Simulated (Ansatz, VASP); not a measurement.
# Two plane-wave programs on WAu

Contents of INCAR:

```
PREC     = Accurate       # precision mode
ENCUT    = 600            # plane-wave cutoff, eV
EDIFF    = 1E-6           # SCF threshold, eV
ISMEAR   = -1             # smearing method
SIGMA    = 0.05           # smearing width, eV
LREAL    = False          # projectors in reciprocal space
LASPH    = True           # aspherical terms in the spheres
NELM     = 80             # most SCF steps
ALGO     = Normal         # electronic algorithm
ISIF     = 3              # what is computed and relaxed
LWAVE    = False          # write WAVECAR
LCHARG   = False          # write CHGCAR
GGA      = PE             # functional
IBRION   = 2              # ionic algorithm
NSW      = 40             # ionic steps
EDIFFG   = -0.01          # ionic threshold
```

Contents of KPOINTS:

```
Automatic mesh
0
Gamma
  8 8 8
```

POSCAR

```
WAu
1.0
    0.0000000000      2.7479792600      2.7479792600
    2.7479792600      0.0000000000      2.7479792600
    2.7479792600      2.7479792600      0.0000000000
W Au
1 1
Direct
    0.0000000000      0.0000000000      0.0000000000
    0.7500000000      0.7500000000      0.7500000000
```

Contents of input.yaml:

```yaml
crystal:
  lattice:
    - [0.0, 2.74797926, 2.74797926]
    - [2.74797926, 0.0, 2.74797926]
    - [2.74797926, 2.74797926, 0.0]
  atoms:
    - { symbol: W, position: [0.0, 0.0, 0.0] }
    - { symbol: Au, position: [0.75, 0.75, 0.75] }
hamiltonian:
  xc: pbe
  pseudopotentials: { kind: paw }
kpoints:
  mp_grid: { grid: [8, 8, 8] }
scf:
  occupations: { method: fermi_dirac, width: 0.05 }
output:
  forces: true
  stress: true
  eigenvalues: true
relax:
  f_tol: 0.01
  max_steps: 40
  cell: { stress_tol: 0.05 }
```

The cell was built by a generator and needn't be a form met in nature.

Alike in both runs: task relaxation of cell and atoms; functional PBE; k mesh 8 × 8 × 8; occupations fermi-dirac, width 0.05 eV; no spin polarisation.

|  | VASP | Ansatz |
| --- | --- | --- |
| version | VASP 6.6.1 | Ansatz 0.2.0 |
| potentials or method | VASP PAW PBE potentials, release 64 (W, Au) | Ansatz PAW |
| plane-wave cutoff (eV) | 600 | 420 |
| valence electrons in the cell | 17 | 33 |

|  | VASP | Ansatz | Ansatz less VASP |
| --- | --- | --- | --- |
| gap on the k mesh at the Fermi level, each at its own relaxed structure (eV) | none | none | - |
| relaxed volume (Å³/atom) | 24.37 | 24.63 | +0.258 |
| relaxed cell length with the largest relative difference (Å) | 4.100 | 4.114 | +0.0144 |
| energy change over the relaxation (meV/atom) | -292 | -335 | -43.3 |

A gap of «none» marks a metal or a gap that the smearing closes. The two sets of potentials don't hold the same shells in valence.

Caveats: the volume moved by over 15 % at a fixed basis, so the end points are rough; the plane-wave basis is chosen anew once the cell has moved, so the energies of steps on either side of that aren't comparable (Ansatz). Spin-orbit coupling is left out, which matters for the levels of Au, W.
